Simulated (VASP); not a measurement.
As:

```
As
1.0
     1.89439    1.09373    3.36161
    -1.89439    1.09373    3.36161
     0.00000   -2.18745    3.36161
As
2
Direct
  0.23056 0.23056 0.23056
  0.76944 0.76944 0.76944
```

Base run:

| Property | Result |
| --- | --- |
| Program | VASP 6.6.1 |
| Functional | r2SCAN |
| Potentials or basis | VASP PAW PBE potentials, release 64 (As) |
| Cutoff | 520 eV |
| k mesh | 15 × 15 × 15 |
| Occupations | gaussian, width 0.1 eV |
| Spin | no spin polarisation |

Its results: band gap on the k mesh none (metal or under the smearing width); pressure 1.3 GPa.

**Question.** The run is repeated on the same cell with these changes: functional from r2SCAN to PBEsol; cutoff from 520 eV to 900 eV. What comes out?

**Answer.** Band gap on the k mesh none (metal or under the smearing width); pressure 0.0 GPa.

Caveats: the PAW data sets were made with another functional, which shifts forces and pressure a little.
